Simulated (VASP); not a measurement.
A run of VASP 6.6.1:

INCAR

```
SYSTEM = LaSc
PREC     = Accurate       ! precision mode
ENCUT    = 600            ! plane-wave cutoff, eV
EDIFF    = 1E-6           ! SCF threshold, eV
ISMEAR   = -1             ! smearing method
SIGMA    = 0.05           ! smearing width, eV
LREAL    = .FALSE.        ! projectors in reciprocal space
LASPH    = .TRUE.         ! aspherical terms in the spheres
NELM     = 60             ! most SCF steps
ALGO     = Normal         ! electronic algorithm
ISIF     = 3              ! what is computed and relaxed
LWAVE    = .FALSE.        ! write WAVECAR
LCHARG   = .FALSE.        ! write CHGCAR
GGA      = PE             ! functional
IBRION   = 2              ! ionic algorithm
NSW      = 60             ! ionic steps
EDIFFG   = -0.005         ! ionic threshold
```

The input KPOINTS:

```
regular mesh
0
G
  7 7 7
  0 0 0
```

File POSCAR:

```
LaSc
1.0
    3.9480400000      0.0000000000      0.0000000000
    0.0000000000      3.9480400000      0.0000000000
    0.0000000000      0.0000000000      3.9480400000
La Sc
1 1
Direct
    0.0000000000      0.0000000000      0.0000000000
    0.5000000000      0.5000000000      0.5000000000
```

Potentials or basis: VASP PAW PBE potentials, release 64 (La, Sc_sv).

Command:

```bash
$ cat potpaw_PBE.64/La/POTCAR potpaw_PBE.64/Sc_sv/POTCAR > POTCAR
$ mpirun -np 1 vasp_std > vasp.out
```

Hardware: 1 thread of Intel(R) Xeon(R) Platinum 8488C (Sapphire Rapids), with other jobs on the host.

**Question.** Estimate the wall time of this run.

**Answer.** Wall time 29 s on 1 thread of Intel(R) Xeon(R) Platinum 8488C (Sapphire Rapids), with other jobs on the host, peak memory 0.19 GiB. Counts: scf iterations 19, k points 20, ion steps 2.
